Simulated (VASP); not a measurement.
Input:

```
Pt
1.0
    0.00000     1.99920     1.99920
    1.99920     0.00000     1.99920
    1.99920     1.99920     0.00000
Pt
1
Direct
  0.98249   0.01751   0.04252
```

These are PBE GGA, VASP's PBE PAW potentials (set 64) (plane waves; VASP 6.6.1) values and carry that method's errors. Numerical set-up: 400 eV cut-off, 12×12×12 Γ-centred mesh, first-order Methfessel-Paxton smearing of 0.10 eV, potentials Pt.

Energy and stress use the plane-wave basis of the starting cell.

Problem. The ions, cell shape and volume are relaxed. Give the cell that the relaxation ends in.

Solution. 
```
Pt
1.0
    0.00000     1.98415     1.98415
    1.98415     0.00000     1.98415
    1.98415     1.98415     0.00000
Pt
1
Direct
  0.98249   0.01751   0.04252
```
Space group Fm-3m (225), at a tolerance of 0.03 Å.

Problem. How do energy and volume change from the first to the last step?

Solution. The energy (σ→0) changes by -6.1 meV/atom and the volume by -2.2 %, in 4 ionic steps.

The compound is Pt in the fcc structure. This run relaxes it. Symmetry was kept, so distortions that lower it aren't found.
